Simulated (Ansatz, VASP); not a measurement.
**CoC in VASP and in Ansatz**

```
Co C
1.0
     2.35788    0.00000    0.00000
     0.00000    2.35788    0.00000
     0.00000    0.00000    2.35788
Co C
1 1
Direct
  0.00000 0.00000 0.00000
  0.50000 0.50000 0.50000
```

Change from the starting cell: volume scaled by 0.88, LAPW.

Alike in both runs: task single point; functional PBEsol; k mesh 14 × 14 × 14; occupations fermi-dirac, width 0.05 eV; collinear spin.

```csv
,VASP,Ansatz
version,VASP 6.6.1,Ansatz 0.2.0
potentials or method,"VASP PAW PBE potentials, release 64 (Co, C), cutoff 520 eV","all-electron LAPW, scalar-relativistic"
```

Ansatz gave:

```
pressure (GPa)                                                : 56.4
net moment per atom (μB)                                      : 0.37
size of the moment on the site where the two differ most (μB) : 0.66
```

Estimate VASP's values.

pressure (GPa): 56.9; net moment per atom (μB): 0.36; size of the moment on the site where the two differ most (μB): 0.64.

Site moments also hang on the region over which each program counts them. Ansatz ran all-electron here, so the differences hold the error of VASP's frozen core and of both bases.

Caveats: so large a pressure means that the cell lies far from this level's equilibrium, or that cutoff or potentials fall short (VASP); the potentials were made for another functional, which shifts forces and pressure (VASP).
